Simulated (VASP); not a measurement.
Consider the following.

```xyz
1
Lattice="-1.5142 1.5142 1.5142 1.5142 -1.5142 1.5142 1.5142 1.5142 -1.5142" Properties=species:S:1:pos:R:3 pbc="T T T"
Mo     0.0000     0.0000     0.0000
```

Level of theory: LDA (Ceperley-Alder, Perdew-Zunger), VASP's LDA PAW potentials (set 64) (plane waves; VASP). Run with 500 eV cut-off, 17×17×17 Γ-centred mesh, first-order Methfessel-Paxton smearing of 0.10 eV, potentials Mo_sv.

Energy and stress use the plane-wave basis of the starting cell.

**Question.** The ions, cell shape and volume at an external pressure of 45.0 GPa are relaxed. Predict the relaxed structure.

**Answer.** 
```xyz
1
Lattice="-1.4967 1.4967 1.4967 1.4967 -1.4967 1.4967 1.4967 1.4967 -1.4967" Properties=species:S:1:pos:R:3 pbc="T T T"
Mo     2.9935     0.0000     0.0000
```
Space group Im-3m (229), at a tolerance of 0.03 Å.

**Question.** How do energy and volume change from the first to the last step?

**Answer.** The energy (σ→0) changes by +110.3 meV/atom and the volume by -3.4 %, in 4 ionic steps.

```json
[
 {"step": "1", "E(σ→0) (eV)": "-12.0230", "max force (eV/Å)": "0.000", "pressure (GPa)": "29.95", "volume (Å³)": "13.89"},
 {"step": "2", "E(σ→0) (eV)": "-10.8174", "max force (eV/Å)": "0.000", "pressure (GPa)": "143.66", "volume (Å³)": "11.43"},
 {"step": "3", "E(σ→0) (eV)": "-11.9218", "max force (eV/Å)": "0.000", "pressure (GPa)": "43.67", "volume (Å³)": "13.45"},
 {"step": "4", "E(σ→0) (eV)": "-11.9126", "max force (eV/Å)": "0.000", "pressure (GPa)": "44.77", "volume (Å³)": "13.41"}
]
```

The compound is Mo in the bcc structure. This run relaxes it under an external pressure of 45 GPa. Symmetry was kept, so distortions that lower it aren't found.
